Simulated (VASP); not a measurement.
Consider the following.

```
CELL_PARAMETERS angstrom
      0.00000     2.40450     2.40450
      2.40450     0.00000     2.40450
      2.40450     2.40450     0.00000
ATOMIC_POSITIONS crystal
  B  0.00000 0.00000 0.00000
  As 0.25000 0.25000 0.25000
```

Level of theory: optB86b-vdW, VASP's PBE PAW potentials (set 64) (plane waves; VASP 6.6.1). Numerical set-up: 520 eV cut-off, Gaussian smearing of 0.050 eV, potentials B As.

Task: Predict the band gap (along the path) with the smallest direct gap where there is one.

Result: 
```
Quantity                               Result
------------------------------------  -------
band gap (along the path)             1.20 eV
smallest direct gap (along the path)  3.25 eV
```

Only differences to runs with the same potentials and settings are physical.

The compound is BAs in the zinc blende structure. It was relaxed first.
